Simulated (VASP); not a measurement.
Computed with PBEsol GGA, VASP's PBE PAW potentials (set 64) (plane waves; VASP).

VASP input:

INCAR:
```
ALGO  =  Normal
EDIFF  =  1E-7
ENCUT  =  520
GGA  =  PS
ICHARG  =  11
ISMEAR  =  0
LASPH  =  T
LCHARG  =  F
LMAXMIX  =  4
LORBIT  =  11
LREAL  =  F
LWAVE  =  F
NELM  =  100
PREC  =  Accurate
SIGMA  =  0.05
SYSTEM  =  AlGa3N4
```

POSCAR:
```
AlGa3N4
1
   -0.0000000000     2.2335107717     2.2335107717
    2.2335107717    -0.0000000000     2.2335107717
    8.9329863880     8.9329863880     0.0010566989
Ga N Al
3 4 1
Direct
  0.0034152461   0.0034152461   0.9974385654
  0.9997557657   0.9997557657   0.2501831758
  0.9969315128   0.9969315128   0.5023013653
  0.2512436508   0.2512436508   0.0615672620
  0.2483231825   0.2483231825   0.3137576131
  0.2440107078   0.2440107078   0.5669919692
  0.2565833835   0.2565833835   0.8075624624
  0.9997365507   0.9997365507   0.7501975870
```

### KPOINTS
```
k-points along high-symmetry lines
12
Line-mode
Reciprocal
  0.000000   0.000000   0.000000 ! GAMMA
  0.000000   0.000000  -0.500000 ! T

  0.000000   0.000000  -0.500000 ! T
 -0.328125   0.328125  -0.500000 ! H_2

 -0.343750   0.328125  -0.187500 ! H_0
  0.000000   0.500000   0.500000 ! L

  0.000000   0.500000   0.500000 ! L
  0.000000   0.000000   0.000000 ! GAMMA

  0.000000   0.000000   0.000000 ! GAMMA
 -0.335937   0.335938   0.000000 ! S_0

 -0.335937   0.328125  -0.343750 ! S_2
 -0.500000   0.000000  -1.000000 ! F

 -0.500000   0.000000  -1.000000 ! F
  0.000000   0.000000   0.000000 ! GAMMA
```

POTCAR, in this order: Ga_d N Al (PBE.64 set). Program: vasp_std. Read from the step before: CHGCAR.

Output of the run:

### OSZICAR
```
       N       E                     dE             d eps       ncg     rms          rms(c)
DAV:   1     0.618188366625E+03    0.61819E+03   -0.29687E+04  6911   0.291E+03
DAV:   2     0.555952765227E+02   -0.56259E+03   -0.54331E+03  6719   0.669E+02
DAV:   3    -0.431675251508E+02   -0.98763E+02   -0.93649E+02  7435   0.195E+02
DAV:   4    -0.497750669550E+02   -0.66075E+01   -0.65388E+01  7771   0.517E+01
DAV:   5    -0.500007599387E+02   -0.22569E+00   -0.22513E+00  8037   0.925E+00
DAV:   6    -0.500102425250E+02   -0.94826E-02   -0.94797E-02  9102   0.170E+00
DAV:   7    -0.500104037177E+02   -0.16119E-03   -0.16115E-03  8313   0.203E-01
DAV:   8    -0.500104069363E+02   -0.32187E-05   -0.32183E-05  9062   0.319E-02
DAV:   9    -0.500104070064E+02   -0.70044E-07   -0.70065E-07  7134   0.390E-03
   1 F= -.50010407E+02 E0= -.50010407E+02  d E =-.785054E-18
```

File OUTCAR:
```
 val. band max:        5.4860964593   @ k =   0.0000   0.0000   0.0000

 cond. band min:       7.6180113666   @ k =   0.0000   0.0000   0.0000



 k-point     1 :       0.0000    0.0000    0.0000
  band No.  band energies     occupation
      1     -10.4089      2.00000
      2      -9.8499      2.00000
      3      -9.7314      2.00000
      4      -9.0895      2.00000
      5      -7.8464      2.00000
      6      -7.8464      2.00000
      7      -7.7870      2.00000
      8      -7.7870      2.00000
      9      -7.7421      2.00000
     10      -7.7421      2.00000
     11      -7.7115      2.00000
     12      -7.5512      2.00000
     13      -7.5512      2.00000
     14      -7.4877      2.00000
     15      -7.4877      2.00000
     16      -7.4767      2.00000
     17      -7.4618      2.00000
     18      -7.4618      2.00000
     19      -6.4945      2.00000
     20      -1.4958      2.00000
     21       1.3449      2.00000
     22       1.9149      2.00000
     23       4.3086      2.00000
     24       4.3086      2.00000
     25       4.8224      2.00000
     26       4.8224      2.00000
     27       5.0807      2.00000
     28       5.0807      2.00000
     29       5.3781      2.00000
     30       5.4861      2.00000
     31       5.4861      2.00000
     32       7.6180      0.00000
     33       9.8009      0.00000
     34       9.9809      0.00000
     35      10.8867      0.00000
     36      14.2202      0.00000
     37      14.4856      0.00000

 k-point     2 :       0.0000    0.0000   -0.0455
  band No.  band energies     occupation
      1     -10.4075      2.00000
      2      -9.8596      2.00000
      3      -9.7231      2.00000
      4      -9.0895      2.00000
      5      -7.8464      2.00000
      6      -7.8464      2.00000
      7      -7.7870      2.00000
      8      -7.7870      2.00000
      9      -7.7421      2.00000
     10      -7.7421      2.00000
     11      -7.7140      2.00000
     12      -7.5512      2.00000
...
```

The density is held fixed in this step, so its total energy and stress have no physical meaning.

The structure was generated: AlGa3N4 was put into an ordered model structure (R3m), which need not be its known phase. It was relaxed first.
